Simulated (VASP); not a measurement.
Level of theory: PBEsol GGA, VASP's PBE PAW potentials (set 64) (plane waves; VASP 6.6.1).

A VASP calculation is set up with these files.

### INCAR
```
# general
SYSTEM  = HfN
PREC    = Accurate
ENCUT   = 520   # plane-wave cut-off (eV)
LREAL   = .False.
LASPH   = .True.   # aspherical one-centre terms

# electronic loop
EDIFF   = 1E-7   # SCF stop (eV)
NELM    = 100
ALGO    = Normal   # blocked Davidson
LMAXMIX = 6

# smearing
ISMEAR  = 1
SIGMA   = 0.1   # width (eV)

# functional
GGA     = PS   # PBEsol

# ions
ISIF    = 2   # forces and stress, cell fixed

# output
LWAVE   = .False.
LCHARG  = .False.
```

### KPOINTS
```
Automatic mesh
0
G
 14 14 14
```

File POSCAR:
```
HfN
3.1752420
  0.0000000000   0.7071068144   0.7071068144
  0.7071068144   0.0000000000   0.7071068144
  0.7071068144   0.7071068144   0.0000000000
Hf N
1 1
direct
  0.0000000000   0.0000000000   0.0000000000
  0.5000000000   0.5000000000   0.5000000000
```

POTCAR, in this order: Hf_pv N (PBE.64 set). Program: vasp_std.

Output of the run:

### OSZICAR
```
       N       E                     dE             d eps       ncg     rms          rms(c)
DAV:   1     0.396622023070E+02    0.39662E+02   -0.82953E+03  2288   0.129E+03
DAV:   2    -0.234426911779E+02   -0.63105E+02   -0.59612E+02  3079   0.259E+02
DAV:   3    -0.257014844488E+02   -0.22588E+01   -0.22365E+01  2895   0.424E+01
DAV:   4    -0.257197553216E+02   -0.18271E-01   -0.18244E-01  2701   0.391E+00
DAV:   5    -0.257200842350E+02   -0.32891E-03   -0.32882E-03  3039   0.366E-01    0.523E+01
DAV:   6    -0.230869583320E+02    0.26331E+01   -0.13758E+01  2666   0.266E+01    0.427E+01
DAV:   7    -0.230137945859E+02    0.73164E-01   -0.62826E-01  2594   0.724E+00    0.259E+01
DAV:   8    -0.229970627828E+02    0.16732E-01   -0.99680E-02  2680   0.302E+00    0.505E+00
DAV:   9    -0.229897701885E+02    0.72926E-02   -0.41546E-02  2693   0.146E+00    0.170E+00
DAV:  10    -0.229892943181E+02    0.47587E-03   -0.24277E-03  2693   0.436E-01    0.125E-01
DAV:  11    -0.229893040782E+02   -0.97602E-05   -0.10387E-04  2783   0.105E-01    0.567E-02
DAV:  12    -0.229893009889E+02    0.30893E-05   -0.10594E-05  2702   0.300E-02    0.244E-02
DAV:  13    -0.229893008519E+02    0.13700E-06   -0.54931E-07  2665   0.790E-03    0.140E-03
DAV:  14    -0.229893008577E+02   -0.58112E-08   -0.94067E-09  1429   0.109E-03
   1 F= -.22989301E+02 E0= -.22989109E+02  d E =-.576182E-03
```

### OUTCAR
```
------------------------ aborting loop because EDIFF is reached ----------------------------------------
  FORCE on cell =-STRESS in cart. coord.  units (eV):
  Direction    XX          YY          ZZ          XY          YZ          ZX
  --------------------------------------------------------------------------------------
  Total       -0.0049019     -0.0049019     -0.0049019      0.0000000      0.0000000      0.0000000
  in kB       -0.3469461     -0.3469461     -0.3469461      0.0000000      0.0000000      0.0000000
  external PRESSURE =      -0.3469461 kB  Pullay stress =       0.0000000 kB
  volume of cell :       22.64
      direct lattice vectors                 reciprocal lattice vectors
     0.000000000  2.245235255  2.245235255    -0.222693813  0.222693813  0.222693813
     2.245235255  0.000000000  2.245235255     0.222693813 -0.222693813  0.222693813
     2.245235255  2.245235255  0.000000000     0.222693813  0.222693813 -0.222693813
 POSITION                                       TOTAL-FORCE (eV/Angst)
 -----------------------------------------------------------------------------------
      0.00000      0.00000      0.00000        -0.000000     -0.000000     -0.000000
      2.24524      2.24524      2.24524         0.000000      0.000000      0.000000
 -----------------------------------------------------------------------------------
    total drift:                                0.000000     -0.000000     -0.000000
  FREE ENERGIE OF THE ION-ELECTRON SYSTEM (eV)
  ---------------------------------------------------
  free  energy   TOTEN  =       -22.9893008577 eV

  energy  without entropy=      -22.9887246761  energy(sigma->0) =      -22.98910880
```
(Selected blocks of OUTCAR.)

### OUTCAR
```
 val. band max:        8.3307215850   @ k =   0.5000   0.2143   0.0000

 cond. band min:       8.3719043830   @ k =   0.1429   0.0000   0.0000


 Fermi energy:         8.3523411581

 k-point     1 :       0.0000    0.0000    0.0000
  band No.  band energies     occupation
      1     -22.6263      2.00000
      2     -22.6263      2.00000
      3     -22.6263      2.00000
      4      -9.1836      2.00000
      5       5.3594      2.00000
      6       5.3594      2.00000
      7       5.3594      2.00000
      8       7.9799      2.00000
      9       7.9799      2.00000
     10       7.9799      2.00000
     11      10.3525      0.00000

 k-point     2 :       0.0714    0.0000    0.0000
  band No.  band energies     occupation
      1     -22.6835      2.00000
      2     -22.6310      2.00000
      3     -22.6310      2.00000
      4      -9.0590      2.00000
      5       4.8307      2.00000
      6       5.0444      2.00000
      7       5.0444      2.00000
      8       8.1290      2.00700
      9       8.1599      2.02024
     10       8.1599      2.02024
     11      10.7281      0.00000

 k-point     3 :       0.1429    0.0000    0.0000
  band No.  band energies     occupation
      1     -22.8399      2.00000
      2     -22.6440      2.00000
      3     -22.6440      2.00000
      4      -8.7061      2.00000
      5       3.7107      2.00000
      6       4.3596      2.00000
      7       4.3596      2.00000
      8       8.3719      0.67581
      9       8.6228     -0.00088
     10       8.6228     -0.00088
     11      11.6433      0.00000

 k-point     4 :       0.2143    0.0000    0.0000
  band No.  band energies     occupation
      1     -23.0568      2.00000
      2     -22.6627      2.00000
      3     -22.6627      2.00000
      4      -8.1814      2.00000
      5       2.4676      2.00000
      6       3.6234      2.00000
      7       3.6234      2.00000
      8       8.7036     -0.00001
      9       9.3052     -0.00000
...
```

Unless said otherwise, spin-orbit coupling is left out, though it shifts the bands of the heavy elements here.

The compound is HfN in the rock salt structure. It was relaxed first. The electron count is odd and the run is not spin-polarised, which forces a metal.
